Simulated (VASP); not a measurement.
Input:

```xyz
2
Lattice="0.0000 2.6329 2.6329 2.6329 0.0000 2.6329 2.6329 2.6329 0.0000" Properties=species:S:1:pos:R:3 pbc="T T T"
K      0.0000     0.0000     0.0000
F      2.6329     2.6329     2.6329
```

The numbers are results of AM05 GGA, VASP's PBE PAW potentials (set 64) (plane waves; VASP), not measurements. Settings: 520 eV cut-off, 9×9×9 Γ-centred mesh, Gaussian smearing of 0.050 eV, potentials K_sv F.

### Question
What does the run give for the energy per atom (σ→0), pressure, band gap (on the k-mesh) with the smallest direct gap where there is one?

### Answer

```
Quantity                                      Value
-----------------------------------  --------------
band gap (on the k-mesh)                    6.48 eV
smallest direct gap (on the k-mesh)         6.48 eV
energy per atom (σ→0)                -4.107 eV/atom
pressure                                   2.14 GPa
```

Total energies compare only between runs with the same potentials, cut-off and functional.

The compound is KF in the rock salt structure. This cell is one point of a volume scan, at 0.94 of the reference volume.
